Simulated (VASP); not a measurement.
# The Sommerfeld expansion tested on Zr

How do entropy and free energy of the electrons in Zr grow with the Fermi-Dirac width, and how far does the Sommerfeld expansion hold?

Calculated with VASP 6.6.1; PBEsol; plane waves and PAW (Zr_sv), in the first sound run; inputs show where later runs differ.

### 1. The structure

The structure is hexagonal, space group P6_3/mmc (No. 194). The conventional cell has a = 3.230 Å, b = 3.230 Å, c = 5.145 Å, α = 90.00°, β = 90.00°, γ = 120.00°. Zr has 12 Zr at 3.18 to 3.23 Å nearest.

As a file:

```
Zr
1.0
     3.23000    0.00000    0.00000
    -1.61500    2.79726    0.00000
     0.00000    0.00000    5.14539
Zr
2
Direct
  0.00000 0.00000 0.00000
  0.33333 0.66667 0.50000
```

### 2. Relax the crystal, PBEsol

The cell is relaxed and then held.

This step took 2 runs in a row; the last is shown.

Level: PBEsol; plane waves and PAW (Zr_sv).

Contents of INCAR:

```
SYSTEM = Zr
PREC = Accurate
ENCUT = 450
EDIFF = 1E-07
NELM = 120
ISMEAR = 1
SIGMA = 0.15
LREAL = .FALSE.
ALGO = Normal
GGA = PS
NBANDS = 18
LASPH = .TRUE.
LORBIT = 11
LWAVE = .FALSE.
LCHARG = .FALSE.
KPAR = 8
IBRION = 2
NSW = 40
ISIF = 3
EDIFFG = -0.005
POTIM = 0.4
```

Contents of POSCAR:

```
Zr
1.0
    3.1872800329      0.0000000000      0.0000000000
   -1.5936400165      2.7602654775      0.0000000000
    0.0000000000      0.0000000000      5.1152779557
Zr
2
Direct
    0.0000000000      0.0000000000      0.0000000000
    0.3333333333      0.6666666667      0.5000000000
```

Contents of KPOINTS:

```
Automatic mesh
0
Gamma
15 15 9
0 0 0
```

The projector-augmented-wave data sets are Zr_sv (PBE family, release 64).

Launch:

```bash
$ mpirun -np 8 vasp_std
```

Output:

```text
[banner, memory and clock lines left out]
running    8 mpi-ranks, on    1 nodes
[...]
|                                                                             |
|           W    W    AA    RRRRR   N    N  II  N    N   GGGG   !!!           |
|           W    W   A  A   R    R  NN   N  II  NN   N  G    G  !!!           |
|           W    W  A    A  R    R  N N  N  II  N N  N  G       !!!           |
|           W WW W  AAAAAA  RRRRR   N  N N  II  N  N N  G  GGG   !            |
|           WW  WW  A    A  R   R   N   NN  II  N   NN  G    G                |
|           W    W  A    A  R    R  N    N  II  N    N   GGGG   !!!           |
|                                                                             |
|     For optimal performance we recommend to set                             |
|       NCORE = 2 up to number-of-cores-per-socket                            |
|     NCORE specifies how many cores store one orbital (NPAR=cpu/NCORE).      |
|     This setting can greatly improve the performance of VASP for DFT.       |
[...]
|     You enforced a specific xc type in the INCAR file but a different       |
|     [... a line on the potential file left out ...]
|     I HOPE YOU KNOW WHAT YOU ARE DOING!                                     |
|                                                                             |

 LDA part: xc-table for (Slater+PW92), standard interpolation
 POSCAR, INCAR and KPOINTS ok, starting setup
[...]
entering main loop
       N       E                     dE             d eps       ncg     rms          rms(c)
DAV:   1     0.196200563347E+03    0.19620E+03   -0.12503E+04  4860   0.120E+03
DAV:   2    -0.661691425733E+01   -0.20282E+03   -0.19979E+03  5800   0.359E+02
DAV:   3    -0.187106320448E+02   -0.12094E+02   -0.11965E+02  8764   0.645E+01
DAV:   4    -0.189454351455E+02   -0.23480E+00   -0.23461E+00  5746   0.928E+00
[...]
DAV:  10    -0.181633140298E+02    0.25997E-04   -0.47981E-05  7138   0.412E-02    0.242E-02
DAV:  11    -0.181633149026E+02   -0.87282E-06   -0.95949E-06  5424   0.361E-02    0.230E-03
DAV:  12    -0.181633149200E+02   -0.17368E-07   -0.35256E-07  5100   0.403E-03
   1 F= -.18163315E+02 E0= -.18164400E+02  d E =-.181633E+02
[...]
reached required accuracy - stopping structural energy minimisation
```

It took 14 s on 8 MPI ranks of Intel Xeon Platinum 8259CL at 2.50GHz (Skylake/Cascade Lake), shared host; peak memory 1.6 GiB; 1.8 min of CPU time.

The logs omit lines about the potential files and the build; timing stands in the text.

From OUTCAR (step 2):

```text
  Total       -0.0030674     -0.0030674      0.0001104      0.0000000      0.0000000      0.0000000
  in kB       -0.1092044     -0.1092044      0.0039287      0.0000000      0.0000000      0.0000000
  external PRESSURE =      -0.0714934 kB  Pullay stress =       0.0000000 kB

 POSITION                                       TOTAL-FORCE (eV/Angst)
 -----------------------------------------------------------------------------------
      0.00000      0.00000      0.00000        -0.000000      0.000000      0.000000
     -0.00000      1.84018      2.55764         0.000000     -0.000000      0.000000
 -----------------------------------------------------------------------------------
    total drift:                                0.000000     -0.000000     -0.000000

  FREE ENERGIE OF THE ION-ELECTRON SYSTEM (eV)
  ---------------------------------------------------
  free  energy   TOTEN  =       -18.1633149200 eV

  energy  without entropy=      -18.1665705548  energy(sigma->0) =      -18.16440013

 reached required accuracy - stopping structural energy minimisation

[... 3 further parts left out ...]
[key lines of the parts left out:]
E-fermi :   9.2667
```

Read from the output:

- energy(sigma→0) of the program: -18.1644 eV
- stress, compression positive: xx, yy, zz -0.01, -0.01, 0.00 GPa
- volume: 45.003 Å³
- ionic steps: 1

### 3. Tetrahedra, PBEsol

Tetrahedra give the density of states at the Fermi level without smearing.

Level: PBEsol; plane waves and PAW (Zr_sv).

Contents of INCAR:

```
SYSTEM = Zr
PREC = Accurate
ENCUT = 450
EDIFF = 1E-08
NELM = 100
ISMEAR = -5
SIGMA = 0.15
LREAL = .FALSE.
ALGO = Normal
GGA = PS
NBANDS = 28
LASPH = .TRUE.
LORBIT = 11
LWAVE = .FALSE.
LCHARG = .FALSE.
KPAR = 2
ISIF = 2
NEDOS = 3001
```

POSCAR is that of step 2.

Contents of KPOINTS:

```
Automatic mesh
0
Gamma
28 28 16
0 0 0
```

Launch:

```bash
$ mpirun -np 2 vasp_std
```

Output:

```text
[banner, memory and clock lines left out]
running    2 mpi-ranks, on    1 nodes
[...]
[... a notice as in an earlier step ...]

 LDA part: xc-table for (Slater+PW92), standard interpolation
 POSCAR, INCAR and KPOINTS ok, starting setup
[...]
entering main loop
       N       E                     dE             d eps       ncg     rms          rms(c)
DAV:   1     0.200188974447E+03    0.20019E+03   -0.11514E+04 40320   0.774E+02
DAV:   2    -0.671204688897E+01   -0.20690E+03   -0.19969E+03 45664   0.261E+02
DAV:   3    -0.187484591604E+02   -0.12036E+02   -0.11773E+02 71908   0.459E+01
DAV:   4    -0.189492087966E+02   -0.20075E+00   -0.20040E+00 45920   0.602E+00
[...]
DAV:  12    -0.181629605014E+02    0.40795E-06   -0.81889E-07 48716   0.489E-03    0.118E-03
DAV:  13    -0.181629604804E+02    0.20961E-07   -0.47487E-08 55908   0.935E-04    0.452E-04
DAV:  14    -0.181629604740E+02    0.64269E-08   -0.10454E-09 24520   0.213E-04
   1 F= -.18162960E+02 E0= -.18162960E+02  d E =0.000000E+00
|                                                                             |
|           W    W    AA    RRRRR   N    N  II  N    N   GGGG   !!!           |
|           W    W   A  A   R    R  NN   N  II  NN   N  G    G  !!!           |
|           W    W  A    A  R    R  N N  N  II  N N  N  G       !!!           |
|           W WW W  AAAAAA  RRRRR   N  N N  II  N  N N  G  GGG   !            |
|           WW  WW  A    A  R   R   N   NN  II  N   NN  G    G                |
|           W    W  A    A  R    R  N    N  II  N    N   GGGG   !!!           |
|                                                                             |
|     Tetrahedron method does not include variations of the Fermi             |
|     occupations, so forces and stress will be inaccurate. We suggest        |
|     using a different smearing scheme ISMEAR = 1 or 2 for metals in         |
|     relaxations.                                                            |
|                                                                             |
```

Wall time 5.3 min (2 MPI ranks); peak memory 1.3 GiB.

Parts of OUTCAR (step 3):

```text
  Total       -0.0127943     -0.0127943     -0.0143951      0.0000000     -0.0000000      0.0000000
  in kB       -0.4554985     -0.4554985     -0.5124888      0.0000000     -0.0000000      0.0000000
  external PRESSURE =      -0.4744953 kB  Pullay stress =       0.0000000 kB

  FREE ENERGIE OF THE ION-ELECTRON SYSTEM (eV)
  ---------------------------------------------------
  free  energy   TOTEN  =       -18.1629604740 eV

  energy  without entropy=      -18.1629604740  energy(sigma->0) =      -18.16296047

[... 2 parts as in an earlier step ...]

[... 2 further parts left out ...]
[key lines of the parts left out:]
E-fermi :   9.2691
```

Numbers from this step:

* energy(sigma→0) of the program: -18.1630 eV

The run ends at a pressure of -0.05 GPa.

### 4. Electron temperature, PBEsol

One member in full: SIGMA = 0.1 eV.

Level: PBEsol; plane waves and PAW (Zr_sv).

INCAR: that of step 3 with these lines changed.

```diff
@@ -5,4 +5,4 @@
 NELM = 100
-ISMEAR = -5
-SIGMA = 0.15
+ISMEAR = -1
+SIGMA = 0.1
 LREAL = .FALSE.
@@ -17,2 +17 @@
 ISIF = 2
-NEDOS = 3001
```

POSCAR is that of step 3.

KPOINTS is that of step 3.

Launch:

```bash
$ mpirun -np 2 vasp_std
```

Output:

```text
[... set-up lines as in an earlier step ...]
 entering main loop
       N       E                     dE             d eps       ncg     rms          rms(c)
DAV:   1     0.200150277034E+03    0.20015E+03   -0.11514E+04 40320   0.774E+02
DAV:   2    -0.674151577995E+01   -0.20689E+03   -0.19951E+03 45664   0.261E+02
DAV:   3    -0.187762871485E+02   -0.12035E+02   -0.11768E+02 71908   0.459E+01
DAV:   4    -0.189770129415E+02   -0.20073E+00   -0.20039E+00 45920   0.602E+00
[...]
DAV:  12    -0.181967369677E+02    0.42701E-06   -0.80601E-07 48800   0.477E-03    0.117E-03
DAV:  13    -0.181967369295E+02    0.38211E-07   -0.50351E-08 55820   0.952E-04    0.508E-04
DAV:  14    -0.181967369202E+02    0.92318E-08   -0.13099E-09 24504   0.249E-04
   1 F= -.18196737E+02 E0= -.18162355E+02  d E =-.687630E-01
```

Elapsed: 6.3 min, on 2 MPI ranks; peak memory 1.1 GiB.

From OUTCAR (step 4):

```text
  LATTYP: Found a hexagonal cell.
 ALAT       =     3.1872800329
 C/A-ratio  =     1.6049038374

 Subroutine GETGRP returns: Found 24 space group operations
 (whereof 12 operations were pure point group operations)

The static configuration has the point symmetry D_3h.
 The point group associated with its full space group is D_6h.

 Found    720 irreducible k-points:

   dimension x,y,z NGX =    24 NGY =   24 NGZ =   36
   dimension x,y,z NGXF=    48 NGYF=   48 NGZF=   72

   ENCUT  =  450.0 eV  33.07 Ry    5.75 a.u.   5.51  5.51  8.85*2*pi/ulx,y,z

   NELECT =      24.0000    total number of electrons

 E-fermi :   9.2166

 k-point     1 :       0.0000    0.0000    0.0000
  band No.  band energies     occupation
    ...
      6     -16.9058      2.00000
      7     -16.8989      2.00000
      8     -16.8989      2.00000
      9       3.5152      2.00000
     10       6.1090      2.00000
     11      10.1227      0.00023
     12      10.1227      0.00023
     13      10.2080      0.00010
     14      10.5060      0.00001
     15      10.8329      0.00000
    ...

 k-point     2 :       0.0357    0.0000    0.0000
  band No.  band energies     occupation
    ...
      6     -16.9095      2.00000
      7     -16.9076      2.00000
      8     -16.9002      2.00000
      9       3.5532      2.00000
     10       6.1445      2.00000
     11       9.9570      0.00122
     12      10.1577      0.00016
     13      10.3520      0.00002
     14      10.4241      0.00001
     15      10.7974      0.00000
    ...

  Total       -0.0246355     -0.0246355      0.0443487      0.0000000      0.0000000      0.0000000
  in kB       -0.8770654     -0.8770654      1.5788887      0.0000000      0.0000000      0.0000000
  external PRESSURE =      -0.0584140 kB  Pullay stress =       0.0000000 kB

 POSITION                                       TOTAL-FORCE (eV/Angst)
 -----------------------------------------------------------------------------------
      0.00000      0.00000      0.00000        -0.000000     -0.000000      0.000000
     -0.00000      1.84018      2.55764         0.000000      0.000000      0.000000
 -----------------------------------------------------------------------------------
    total drift:                                0.000000     -0.000000     -0.000000

  FREE ENERGIE OF THE ION-ELECTRON SYSTEM (eV)
  ---------------------------------------------------
  free  energy   TOTEN  =       -18.1967369202 eV

  energy  without entropy=      -18.1279739221  energy(sigma->0) =      -18.16235542

 total charge
# of ion       s       p       d       tot
------------------------------------------
    1        2.241   5.957   1.666   9.864
    2        2.241   5.957   1.666   9.864
--------------------------------------------------
tot          4.482  11.913   3.332  19.728

[... 2 parts as in an earlier step ...]

[... 7 further parts left out ...]
```

Numbers from this step:

* energy(sigma→0) of the program: -18.1624 eV
* stress, compression positive: xx, yy, zz -0.09, -0.09, 0.16 GPa

The run ends at a pressure of -0.01 GPa.

### 5. The whole series

The other members went through these steps as far as the tables show, on the same mesh; 7 runs are not shown. The session took 1.7 core hours (wall time by ranks) on a shared machine.

| width kT (eV) | temperature (K) | free energy less that of the narrowest width (meV/atom) | TS (meV/atom) | pressure (GPa) | shift of the Fermi level (eV) |
| --- | --- | --- | --- | --- | --- |
| 0.025 | 290 | 0.000 | 2.161 | -0.049 | 0.000 |
| 0.050 | 580 | -3.188 | 8.466 | -0.053 | -0.012 |
| 0.075 | 870 | -8.480 | 19.074 | -0.039 | -0.028 |
| 0.100 | 1160 | -15.941 | 34.382 | -0.006 | -0.045 |
| 0.150 | 1741 | -38.105 | 82.279 | 0.134 | -0.072 |
| 0.200 | 2321 | ? | ? | 0.384 | -0.089 |
| 0.300 | 3481 | -173.149 | 377.747 | 1.190 | -0.109 |

### 6. The Sommerfeld expansion

At low temperature TS = (π²/3) g (kT)², so TS, twice the difference of energy(sigma→0) and the free energy, over (π²/3)(kT)² is an effective density of states: 1.051, 1.029, 1.031, 1.045, 1.112, 1.276 states/eV/atom in the rows shown.

A least-squares parabola through the 6 rows shown, with σ the width in eV: g = 2.935 σ² − 0.06454 σ + 1.034 (states/eV/atom), r.m.s. residual 0.014 states/eV/atom.

At σ = 0.2 this predicts 1.138 states/eV/atom.

### 7. The withheld row

The calculation gives 1.184 states/eV/atom, so the prediction is 0.046 states/eV/atom too low, more than twice the residual of the fit.

The parabola in σ is an empirical guide, not the expansion itself. Tetrahedra give g = 1.039 states/eV/atom at the Fermi level, the limit that the series should reach at zero width.

### 8. Outcome

| Quantity | Value |
| --- | --- |
| density of states at the Fermi level, tetrahedra | 1.04 states/eV/atom |
| Sommerfeld coefficient from it | 2.45 mJ per mole of atoms and K² |
| pressure at the widest setting | 1.19 GPa |
| error of the predicted g | -0.046 states/eV/atom |

What this shows: Against the tetrahedron value, the effective density of states stands at +1 % at 0.025 eV, -1 % at 0.05 eV, +1 % at 0.1 eV, +23 % at 0.3 eV. At the widest setting the states within reach are denser than those at the Fermi level. The bare coefficient lacks the electron-phonon enhancement of measured heat capacities.

[Lines on the potential files, build, host, timing and source positions are cut from VASP's logs without a mark.]

[Logs are printed without paths, hosts, clocks, repeated set-up lines and the standing remarks that a program may print on its own settings, such as how far it seeks lower states.]

[Hosts, paths, dates, database ids (printed as entryN), source tags and the programs' standing remarks are cut or masked in the printed files.]
